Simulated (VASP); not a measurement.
# H4C in VASP: notebook, part 2 of 2

VASP 6.6.1. The steps go on from the part before.

## 3. Single point, r2SCAN+D3(BJ)

Input file POSCAR:

```
H4C
1.0
    8.6854290000      0.0000000000      0.0000000000
    0.0000000000      8.6854290000      0.0000000000
    0.0000000000      0.0000000000      8.6854290000
C H
8 32
Direct
    0.3896526009      0.2727671828      0.9723526610
    0.7760698982      0.1313694465      0.3394075296
    0.0083588272      0.8484324724      0.2081877591
    0.9921789701      0.5863153104      0.6707325568
    0.6516891681      0.4499489893      0.5229563214
    0.0165910055      0.3097026065      0.9498667251
    0.7378219314      0.9359814006      0.8063044439
    0.2820931470      0.0677456462      0.2975443124
    0.3985871049      0.3925540120      0.9957021121
    0.2913845706      0.2237310327      1.0311983438
    0.4882890644      0.2199891335      1.0202144304
    0.3768956030      0.2665844140      0.8426987314
    0.7299812134      0.1117964352      0.2210714059
    0.6868515073      0.0723165200      0.4109871832
    0.7662488520      0.2497861649      0.3721750532
    0.8891558494      0.0814697812      0.3744201927
    0.0842330298      0.8227572869      0.3047748131
   -0.1094476738      0.8324862249      0.2425326371
    0.0282542175      0.7890801940      0.1011349008
    0.0179150621      0.9733082845      0.1722194724
    1.1142224523      0.5687801950      0.6586893981
    0.9415194114      0.6210401352      0.5558735210
    0.9676436247      0.6781012199      0.7612289502
    0.9375587550      0.4823826204      0.7043520821
    0.7472515175      0.3746850040      0.5293463340
    0.6324961035      0.4861936008      0.4041941970
    0.6671863877      0.5453386355      0.5974949539
    0.5471692878      0.3852429166      0.5436346322
   -0.0087042333      0.3018158343      0.8265567538
    0.0617355804      0.1946823813      0.9805042445
   -0.0933632639      0.3324763808      1.0089541921
    0.1047501511      0.3922546601      0.9731355814
    0.6239876004      0.9934915132      0.8025625447
    0.8254744815      1.0074113783      0.8566185965
    0.7606187328      0.9056892872      0.6857922620
    0.7366820914      0.8291127589      0.8733938185
    0.3602470298      0.1520592708      0.3470755446
    0.2251356841     -0.0077831504      0.3832741019
    0.3571959428     -0.0095101808      0.2275189861
    0.1969390343      0.1191420712      0.2261834159
```

Input file INCAR.step1:

```
PREC = Accurate
ENCUT = 520
ISMEAR = -1
SIGMA = 0.02
LREAL = Auto
LASPH = T
NELM = 100
NBANDS = 58
GGA = PE
ALGO = Normal
EDIFF = 1E-4
LWAVE = T
LCHARG = F
```

Input file INCAR.step2:

```
PREC = Accurate
ENCUT = 520
EDIFF = 1E-6
ISMEAR = -1
SIGMA = 0.02
LREAL = Auto
LASPH = T
NELM = 100
ALGO = Normal
ISIF = 2
LWAVE = F
LCHARG = T
METAGGA = R2SCAN
LMIXTAU = T
IVDW = 12
VDW_S6 = 1.0
VDW_S8 = 0.78981345
VDW_A1 = 0.49484001
VDW_A2 = 5.73083694
LELF = T
LVHAR = T
NBANDS = 58
ISTART = 1
```

Input file KPOINTS:

```
Automatic mesh
0
Gamma
  1 1 1
```

Potentials or basis: VASP PAW PBE potentials, release 64 (C, H).

Started as:

```sh
$ cat potpaw_PBE.64/C/POTCAR potpaw_PBE.64/H/POTCAR > POTCAR
$ cp INCAR.step1 INCAR
$ mpirun -np 1 vasp_gam > vasp.out
$ cp INCAR.step2 INCAR
$ mpirun -np 1 vasp_gam > vasp.out
```

It took 5.2 min on 1 thread of Intel Xeon 6975P-C (Granite Rapids), shared host; peak memory 0.76 GiB.

The run converged. Its results:

* Free energy: -199.2171 eV
* Pressure: 0.0 GPa
* Largest force: 2.244 eV/Å
* Band gap on the k mesh: 7.78 eV, direct
* Dispersion energy per atom: -0.010 eV

Forces in eV/Å, atoms in the order of the input:
```
C   -0.844 -0.003 -1.498
C   -1.132 -1.374  0.546
C   -0.189  1.824 -0.636
C   -0.844  2.031 -0.448
C   -1.181 -0.188 -1.097
C   -0.856 -1.382 -0.330
C   -0.853 -0.513 -0.533
C    1.179 -1.504  0.387
H   -0.118  1.028  0.438
H   -0.069  0.127 -0.229
H    1.157 -0.678 -0.107
H    0.299 -0.463  1.318
H    1.097  0.126  0.505
H    0.552  0.229 -0.139
H    0.249  0.409 -0.311
H   -0.780  0.412 -0.818
H    0.058 -0.163 -0.467
H   -0.496 -0.227  0.131
H    0.365 -0.782 -0.011
H   -0.018 -1.157  0.698
H    0.440 -0.019  0.010
H    0.547 -0.114  1.123
H    0.310 -0.960 -1.100
H   -0.354 -0.692  0.277
H    0.762 -0.440  0.172
H    0.504  0.327 -0.057
H   -0.138  0.748  0.596
H   -0.175 -0.137  0.681
H    0.191  0.182  0.202
H   -0.374  0.435  0.154
H    0.530  0.002  0.003
H    0.181  0.612  0.077
H    0.531 -0.254  0.489
H    0.287  0.516 -0.109
H    0.396  0.115  0.272
H   -0.370  0.157 -0.100
H   -0.238  0.149  0.274
H    0.443  0.758 -0.171
H   -0.591  0.415  0.185
H   -0.459  0.446 -0.376
```

Stress tensor (GPa, compression positive):
```
 0.43  0.19 -0.45
 0.19  0.71  0.40
-0.45  0.40 -1.07
```

Levels at points of the mesh, in eV from the valence-band top:
```tsv
k point	band 30	band 31	band 32	band 33	band 34	band 35
(0.00, 0.00, 0.00)	-0.28	-0.14	0.00	7.78	9.65	9.67
```

Caveat: the PAW data sets were made with another functional, which shifts forces and pressure a little. r2SCAN opens gaps a little over a GGA but as a rule still falls short of measured ones.

## 4. Single point, r2SCAN+D3(BJ)

Input file POSCAR:

```
H4C
1.0
    8.6854290000      0.0000000000      0.0000000000
    0.0000000000      8.6854290000      0.0000000000
    0.0000000000      0.0000000000      8.6854290000
C H
8 32
Direct
    0.3888466534      0.2719842624      0.9719036331
    0.7758511410      0.1317148525      0.3386936903
    0.0078752587      0.8497335019      0.2090397607
    0.9933763778      0.5867413112      0.6694315272
    0.6515625192      0.4496726644      0.5212177775
    0.0156123549      0.3100019585      0.9492565077
    0.7369238756      0.9345306950      0.8077321224
    0.2831293653      0.0673887266      0.2982696652
    0.3983222936      0.3934405543      0.9922825919
    0.2917414903      0.2239728170      1.0342033767
    0.4935162097      0.2215549744      1.0168179373
    0.3755370057      0.2615299716      0.8486972837
    0.7401706928      0.1128556805      0.2197012951
    0.6875308059      0.0722819794      0.4060133357
    0.7644297133      0.2494177317      0.3688706683
    0.8872215754      0.0839106508      0.3720023501
    0.0849353555      0.8196601457      0.3014358876
   -0.1097930799      0.8350997976      0.2465278341
    0.0262623758      0.7798693651      0.1046004751
    0.0197572279      0.9689791949      0.1736241238
    1.1161912670      0.5686996002      0.6568357188
    0.9476330991      0.6235270589      0.5592009330
    0.9731355814      0.6750271057      0.7575561322
    0.9358432381      0.4783413692      0.7015658064
    0.7512697415      0.3769071165      0.5271127080
    0.6337971331      0.4922151802      0.4068883644
    0.6628342711      0.5468814494      0.5982893879
    0.5501973478      0.3820536671      0.5494029138
   -0.0055610379      0.2973025282      0.8266373486
    0.0634971514      0.1986890918      0.9864682562
   -0.0964143510      0.3306457286      1.0042451559
    0.1007664676      0.3988058621      0.9745402328
    0.6231816529      0.9925128626      0.8058439025
    0.8272821066      1.0119592250      0.8485130671
    0.7589607836      0.9013371706      0.6875883736
    0.7323760289      0.8287903798      0.8806243192
    0.3586351348      0.1540626260      0.3517500402
    0.2266324438     -0.0019112470      0.3872923260
    0.3568735638     -0.0083703407      0.2305585596
    0.1945902730      0.1191075306      0.2236158974
```

Input file INCAR.step1:

```
SYSTEM = H4C
ALGO = Normal
EDIFF = 1E-4
ENCUT = 520
GGA = PE
ISMEAR = -1
LASPH = .TRUE.
LCHARG = .FALSE.
LREAL = Auto
LWAVE = .TRUE.
NBANDS = 58
NELM = 100
PREC = Accurate
SIGMA = 0.02
```

Input file INCAR.step2:

```
SYSTEM = H4C
ALGO = Normal
EDIFF = 1E-6
ENCUT = 520
ISIF = 2
ISMEAR = -1
ISTART = 1
IVDW = 12
LASPH = .TRUE.
LCHARG = .FALSE.
LMIXTAU = .TRUE.
LREAL = Auto
LWAVE = .FALSE.
METAGGA = R2SCAN
NBANDS = 58
NELM = 100
PREC = Accurate
SIGMA = 0.02
VDW_A1 = 0.49484001
VDW_A2 = 5.73083694
VDW_S6 = 1.0
VDW_S8 = 0.78981345
```

Input file KPOINTS:

```
k-points
0
G
  1 1 1
  0 0 0
```

Started as:

```sh
$ cat potpaw_PBE.64/C/POTCAR potpaw_PBE.64/H/POTCAR > POTCAR
$ cp INCAR.step1 INCAR
$ mpirun -np 1 vasp_gam > vasp.out
$ cp INCAR.step2 INCAR
$ mpirun -np 1 vasp_gam > vasp.out
```

It took 4.6 min on 1 thread of Intel Xeon 6975P-C (Granite Rapids), shared host; peak memory 0.76 GiB.

It converged, with:

- Free energy: -199.6942 eV
- Pressure: 0.2 GPa
- Largest force: 1.354 eV/Å
- Band gap on the k mesh: 7.97 eV, direct
- Dispersion energy per atom: -0.010 eV

Forces in eV/Å, atoms in the order of the input:
```
C    0.121  0.029  0.280
C   -0.768 -1.094  0.218
C   -0.432 -0.182 -1.074
C   -0.295 -0.175  0.202
C   -0.593  0.066  0.383
C   -0.240 -0.742  0.164
C   -0.585 -0.456 -0.161
C    0.168  0.111  0.256
H   -0.167  0.682  0.355
H    0.143  0.128 -0.204
H    0.265 -0.323 -0.260
H    0.058 -0.486 -0.263
H    0.590  0.013 -0.089
H    0.066 -0.090  0.167
H    0.222  0.779 -0.124
H   -0.120  0.195 -0.396
H    0.270 -0.092  0.042
H   -0.317 -0.188  0.092
H    0.075 -0.027  0.503
H    0.137  0.009  0.178
H    0.207 -0.125  0.069
H   -0.093  0.190 -0.094
H   -0.026 -0.220 -0.216
H    0.302  0.565 -0.074
H    0.335 -0.005  0.136
H    0.142  0.220 -0.712
H   -0.021  0.093  0.240
H   -0.086 -0.069  0.234
H    0.188  0.195 -0.094
H   -0.330  0.308  0.123
H    0.410  0.046  0.058
H   -0.337  0.044 -0.150
H    0.566 -0.200  0.321
H   -0.160 -0.057 -0.027
H    0.184 -0.011  0.328
H   -0.011  0.739 -0.448
H   -0.397 -0.080 -0.184
H    0.169  0.292 -0.102
H   -0.119 -0.033 -0.116
H    0.476 -0.051  0.439
```

Stress tensor (GPa, compression positive):
```
 0.08 -0.09 -0.26
-0.09  0.40  0.32
-0.26  0.32  0.04
```

Levels at points of the mesh, in eV from the valence-band top:
```
           k point  band 30  band 31  band 32  band 33  band 34  band 35
(0.00, 0.00, 0.00)    -0.18    -0.04     0.00     7.97     9.85     9.89
```

Caveat: the PAW data sets were made with another functional, which shifts forces and pressure a little. r2SCAN opens gaps a little over a GGA but as a rule still falls short of measured ones.
